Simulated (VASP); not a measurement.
A run of VASP 6.6.1 is set up as follows.

POSCAR

```
SiBrClF2
1.0
   12.0000000000      0.0000000000      0.0000000000
    0.0000000000     12.0000000000      0.0000000000
    0.0000000000      0.0000000000     12.0000000000
F Si Cl Br
2 1 1 1
Cartesian
    7.2769500000      4.5487500000      6.1121000400
    5.2916499600      5.4233499600      7.4261000400
    5.9966499600      5.4559500000      6.0216999600
    4.7490500400      4.6969500000      4.6419000000
    6.5878500000      7.4932500000      5.5587999600
```

The input INCAR.step1:

```
SYSTEM = SiBrClF2
PREC     = Accurate       ! precision mode
ENCUT    = 520            ! plane-wave cutoff, eV
EDIFF    = 1E-5           ! SCF threshold, eV
ISMEAR   = 0              ! smearing method
SIGMA    = 0.01           ! smearing width, eV
LREAL    = .False.        ! projectors in reciprocal space
LASPH    = .True.         ! aspherical terms in the spheres
NELM     = 60             ! most SCF steps
ALGO     = Normal         ! electronic algorithm
ISIF     = 2              ! what is computed and relaxed
LWAVE    = .True.         ! write WAVECAR
LCHARG   = .False.        ! write CHGCAR
NBANDS   = 24             ! bands
GGA      = PE             ! functional
```

INCAR.step2

```
SYSTEM = SiBrClF2
PREC     = Accurate       ! precision mode
ENCUT    = 520            ! plane-wave cutoff, eV
EDIFF    = 1E-7           ! SCF threshold, eV
ISMEAR   = 0              ! smearing method
SIGMA    = 0.01           ! smearing width, eV
LREAL    = .False.        ! projectors in reciprocal space
LASPH    = .True.         ! aspherical terms in the spheres
NELM     = 60             ! most SCF steps
ALGO     = Normal         ! electronic algorithm
ISIF     = 2              ! what is computed and relaxed
LWAVE    = .False.        ! write WAVECAR
LCHARG   = .False.        ! write CHGCAR
GGA      = PE             ! functional
LHFCALC  = .True.         ! exact exchange
HFSCREEN = 0.2            ! screening, 1/A
PRECFOCK = Fast         
IVDW     = 2              ! dispersion correction
NBANDS   = 24             ! bands
ISTART   = 1
```

Contents of KPOINTS:

```
regular mesh
0
Gamma
  1 1 1
  0 0 0
```

Potentials or basis: VASP PAW PBE potentials, release 64 (F, Si, Cl, Br).

Launch:

```bash
$ cat potpaw_PBE.64/F/POTCAR potpaw_PBE.64/Si/POTCAR potpaw_PBE.64/Cl/POTCAR potpaw_PBE.64/Br/POTCAR > POTCAR
$ cp INCAR.step1 INCAR
$ mpirun -np 1 vasp_gam > vasp.out
$ cp INCAR.step2 INCAR
$ mpirun -np 1 vasp_gam > vasp.out
```

Problem. What does it give for the Hirshfeld charges?

Solution. F -0.18; Si +0.48; Cl -0.07; Br -0.04 e.

Problem. What does it give for the gap between the frontier levels?

Solution. 7.77 eV.

Problem. Estimate the largest force.

Solution. 0.298 eV/Å.

Problem. Predict the dispersion energy per atom.

Solution. -0.003 eV.

Forces on the atoms (eV/Å):
```
F    0.112 -0.091  0.014
F   -0.059 -0.005  0.134
Si  -0.100  0.142 -0.243
Cl   0.063  0.029  0.073
Br  -0.016 -0.074  0.023
```

Caveat: the PAW data sets were made with another functional, which shifts forces and pressure a little.
